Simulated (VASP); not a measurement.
LiH8ClO4, 14 atoms in the cell. The cell holds a amorphous, 14 atoms: a = 5.474 Å, b = 5.474 Å, c = 5.474 Å, α = 90.00°, β = 90.00°, γ = 90.00°. The cell was built by a generator and needn't be a form met in nature.

- Program: VASP 6.6.1
- Task: single point
- Functional: PBE
- Dispersion: D3(BJ)
- Potentials or basis: VASP PAW PBE potentials, release 64 (O, H, Li_sv, Cl)
- Cutoff: 520 eV
- k mesh: 1 × 1 × 1
- Occupations: fermi-dirac, width 0.05 eV
- Spin: no spin polarisation
- Dipole correction: no
- Further INCAR settings: ALGO = Normal; EDIFF = 1e-06; NBANDS = 34

Potentials or basis: VASP PAW PBE potentials, release 64 (O, H, Li_sv, Cl).

Run with:

```sh
$ cat potpaw_PBE.64/O/POTCAR potpaw_PBE.64/H/POTCAR potpaw_PBE.64/Li_sv/POTCAR potpaw_PBE.64/Cl/POTCAR > POTCAR
$ mpirun -np 1 vasp_gam > vasp.out
```

Hardware: 1 thread of AMD EPYC 7R43 64-Core Processor (Zen 3), with other jobs on the host.

Estimate the wall time of this run.

Run time: 17 s on 1 thread of AMD EPYC 7R43 64-Core Processor (Zen 3), on a shared host, peak memory 0.21 GiB. Counts: scf iterations 14, k points 1.
